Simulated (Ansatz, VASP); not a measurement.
ScF3: VASP beside Ansatz

File INCAR:

```
ALGO = Normal
EDIFF = 1E-6
ENCUT = 520
ISIF = 2
ISMEAR = 0
LASPH = True
LCHARG = True
LELF = True
LREAL = False
LVHAR = True
LWAVE = False
NBANDS = 24
NELM = 60
PREC = Accurate
SIGMA = 0.05
```

Contents of KPOINTS:

```
k-points
0
Gamma
  6 6 6
```

The input POSCAR:

```
ScF3
1.0
    4.0124500000      0.0000000000      0.0000000000
    0.0000000000      4.0124500000      0.0000000000
    0.0000000000      0.0000000000      4.0124500000
Sc F
1 3
Direct
    0.0000000000      0.0000000000      0.0000000000
    0.4563857494      0.0000000000      0.0000000000
   -0.0436142506      0.5000000000      0.0000000000
   -0.0436142506      0.0000000000      0.5000000000
```

Input for Ansatz:

```yaml
crystal:
  lattice:
    - [4.01245, 0.0, 0.0]
    - [0.0, 4.01245, 0.0]
    - [0.0, 0.0, 4.01245]
  atoms:
    - { symbol: Sc, position: [0.0, 0.0, 0.0] }
    - { symbol: F, position: [0.4563857494, 0.0, 0.0] }
    - { symbol: F, position: [-0.0436142506, 0.5, 0.0] }
    - { symbol: F, position: [-0.0436142506, 0.0, 0.5] }
basis:
  ecutwfc: 420
kpoints:
  mp_grid: { grid: [6, 6, 6] }
hamiltonian:
  xc: lda
scf:
  occupations: { method: gaussian, width: 0.05 }
output:
  forces: true
  stress: true
  eigenvalues: true
```

Change from the starting cell: all F atoms moved +0.175 Å, as atom 2 towards its neighbour atom 1 (Sc) at 2.006 Å.

Alike in both runs: task single point; functional LDA; k mesh 6 × 6 × 6; occupations gaussian, width 0.05 eV; no spin polarisation.

```csv
,VASP,Ansatz
version,VASP 6.6.1,Ansatz 0.2.0
potentials or method,"VASP PAW LDA potentials, release 64 (Sc_sv, F)","scalar-relativistic, plane waves, PAW"
plane-wave cutoff (eV),520,420
valence electrons in the cell,32,32
```

VASP gave:

- gap on the k mesh at the Fermi level (eV): 6.23
- least direct gap on the mesh (eV): 6.78
- pressure (GPa): -0.4
- largest component of the traceless stress (GPa): 4.84
- rms of the force components (eV/Å): 0.863

Problem. Estimate Ansatz's values.

Solution. gap on the k mesh at the Fermi level (eV): 6.26; least direct gap on the mesh (eV): 6.82; pressure (GPa): -1.2; largest component of the traceless stress (GPa): 4.61; rms of the force components (eV/Å): 0.788.

Atom by atom the forces differ by 0.075 eV/Å (rms over components).

Caveats: forces of over 1 eV/Å show positions far from the minimum, so gaps and moduli don't describe the material at rest. A k mesh can miss the band edges.
